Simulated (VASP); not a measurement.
A convergence study with VASP on IrO2 (rutile): one setting is varied, all else stays as given below, so the limit is that of these other settings.

```yaml
crystal:
  lattice:
    - [4.50000, 0.00000, 0.00000]
    - [0.00000, 4.50000, 0.00000]
    - [0.00000, 0.00000, 3.15000]
  atoms:
    - { symbol: Ir, position: [0.00000, 0.00000, 0.00000] }
    - { symbol: Ir, position: [0.50000, 0.50000, 0.50000] }
    - { symbol: O, position: [0.30800, 0.30800, 0.00000] }
    - { symbol: O, position: [0.80800, 0.19200, 0.50000] }
    - { symbol: O, position: [0.19200, 0.80800, 0.50000] }
    - { symbol: O, position: [0.69200, 0.69200, 0.00000] }
```

Level of theory: LDA (Ceperley-Alder, Perdew-Zunger), VASP's LDA PAW potentials (set 64) (plane waves; VASP). The tightest run used: 700 eV cut-off, 14×14×19 Γ-centred mesh, tetrahedra with Blöchl corrections, potentials Ir O.

### Question
The settings run are 2×2×3 mesh; 3×3×4 mesh; 4×4×5 mesh; 4×4×6 mesh; 5×5×7 mesh; 6×6×8 mesh; 7×7×9 mesh; 7×7×10 mesh; 8×8×11 mesh; 9×9×12 mesh; 9×9×13 mesh; 10×10×14 mesh; 11×11×15 mesh; 12×12×16 mesh; 12×12×17 mesh; 13×13×18 mesh; 14×14×19 mesh. From which on does the stress (every component) stay within 0.1 GPa of the tightest run?

### Answer
From 7×7×9 mesh on: it is off by 0.05 there and by no more than 0.1 in any finer run, while 6×6×8 mesh is off by 0.13.
```csv
setting,E (eV/atom),pressure (GPa),irreducible k-points,difference judged (GPa)
2×2×3 mesh,-8.1260,-7.01,6,0.90
3×3×4 mesh,-8.1381,-6.83,9,0.14
4×4×5 mesh,-8.1371,-6.77,18,0.11
4×4×6 mesh,-8.1359,-6.76,24,0.15
5×5×7 mesh,-8.1324,-6.69,24,0.06
6×6×8 mesh,-8.1343,-6.70,50,0.13
7×7×9 mesh,-8.1342,-6.70,50,0.05
7×7×10 mesh,-8.1339,-6.70,60,0.06
8×8×11 mesh,-8.1344,-6.70,90,0.04
9×9×12 mesh,-8.1342,-6.69,105,0.01
9×9×13 mesh,-8.1342,-6.69,105,0.02
10×10×14 mesh,-8.1342,-6.70,168,0.01
11×11×15 mesh,-8.1343,-6.70,168,0.02
12×12×16 mesh,-8.1343,-6.70,252,0.00
12×12×17 mesh,-8.1343,-6.70,252,0.00
13×13×18 mesh,-8.1343,-6.70,280,0.02
14×14×19 mesh,-8.1343,-6.70,360,0.00
```

Left out are rungs that failed or repeat a setting and relaxations that didn't move; long series are thinned to 24 rows.

The compound is IrO2 in the rutile structure. The cell was not relaxed at this level.
